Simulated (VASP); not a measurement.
VASP ran on this input.

File POSCAR:
```
TiCo
1.0
  2.9425746820   0.0000000000   0.0000000000
  0.0000000000   2.9425746820   0.0000000000
  0.0000000000   0.0000000000   2.9425746820
Ti Co
1 1
Cartesian
  0.0000000000   0.0000000000   0.0000000000
  1.4712873410   1.4712873410   1.4712873410
```

**INCAR**
```
! general
SYSTEM  = TiCo
PREC    = Accurate
ENCUT   = 500
LREAL   = .FALSE.
LASPH   = .TRUE.

! electronic loop
EDIFF   = 1E-6
NELM    = 100
ALGO    = Normal
LMAXMIX = 4

! smearing
ISMEAR  = 1
SIGMA   = 0.1

! functional
GGA     = PE

! ions
IBRION  = 2
NSW     = 40
ISIF    = 3
EDIFFG  = -0.02
PSTRESS = 50

! output
LWAVE   = .FALSE.
LCHARG  = .FALSE.
```

File KPOINTS:
```
Automatic mesh
0
Gamma
12 12 12
0 0 0
```

POTCAR, in this order: Ti_sv Co (PBE.64 set). Program: vasp_std.

Task: Write an equivalent input for Ansatz.

Result: One equivalent input (not run):
Ansatz 0.2 input:
```yaml
crystal:
  lattice:
    - [2.9425747, 0.0000000, 0.0000000]
    - [0.0000000, 2.9425747, 0.0000000]
    - [0.0000000, 0.0000000, 2.9425747]
  atoms:
    - { symbol: Ti, position: [0.0000000, 0.0000000, 0.0000000] }
    - { symbol: Co, position: [0.5000000, 0.5000000, 0.5000000] }
kpoints:
  mp_grid: { grid: [12, 12, 12] }
hamiltonian:
  xc: pbe
  pseudopotentials: { kind: paw }
scf:
  occupations: { method: methfessel_paxton, width: 0.1 }
  max_iter: 100
relax:
  max_steps: 40
  f_tol: 0.02
  cell: { p_target: 5 }
output: { forces: true, stress: true, eigenvalues: true }
```
What does not carry over: each code has its own PAW files, so the cut-off isn't converted (ENCUT is set for VASP's; basis.ecutwfc is left out, and Ansatz then takes the one that its files recommend); Ansatz stops its SCF on the density residual and VASP on the energy change (EDIFF).

The compound is TiCo in the CsCl type structure. It was relaxed first under an external pressure of 5 GPa.
